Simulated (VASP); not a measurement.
Given:

```
CELL_PARAMETERS angstrom
      4.73961     0.00000     0.00000
      0.00000     4.73961     0.00000
      0.00000     0.00000     4.73961
ATOMIC_POSITIONS crystal
  Si 0.50000 0.50000 0.50000
  Si 0.00000 0.00000 0.00000
  Mo 0.25000 0.00000 0.50000
  Mo 0.50000 0.25000 0.00000
  Mo 0.50000 0.75000 0.00000
  Mo 0.75000 0.00000 0.50000
  Mo 0.00000 0.50000 0.75000
  Mo 0.00000 0.50000 0.25000
```

Method: LDA (Ceperley-Alder, Perdew-Zunger), VASP's LDA PAW potentials (set 64) (plane waves; VASP). Numerical set-up: 500 eV cut-off, 7×7×7 Γ-centred mesh, first-order Methfessel-Paxton smearing of 0.10 eV, potentials Si Mo_sv.

Energy and stress use the plane-wave basis of the starting cell.

Problem. The ions, cell shape and volume at an external pressure of 30.0 GPa are relaxed. What does this cell relax into?

Solution. 
```
CELL_PARAMETERS angstrom
      4.69859     0.00000     0.00000
      0.00000     4.69859     0.00000
      0.00000     0.00000     4.69859
ATOMIC_POSITIONS crystal
  Si 0.50000 0.50000 0.50000
  Si 0.00000 0.00000 0.00000
  Mo 0.25000 0.00000 0.50000
  Mo 0.50000 0.25000 0.00000
  Mo 0.50000 0.75000 0.00000
  Mo 0.75000 0.00000 0.50000
  Mo 0.00000 0.50000 0.75000
  Mo 0.00000 0.50000 0.25000
```
Space group Pm-3n (223), at a tolerance of 0.03 Å.

Problem. How do energy and volume change from the first to the last step?

Solution. The energy (σ→0) changes by +53.1 meV/atom and the volume by -2.6 %, in 4 ionic steps.

The compound is Mo3Si in the A15 structure. This run relaxes it under an external pressure of 30 GPa. Symmetry was kept, so distortions that lower it aren't found.
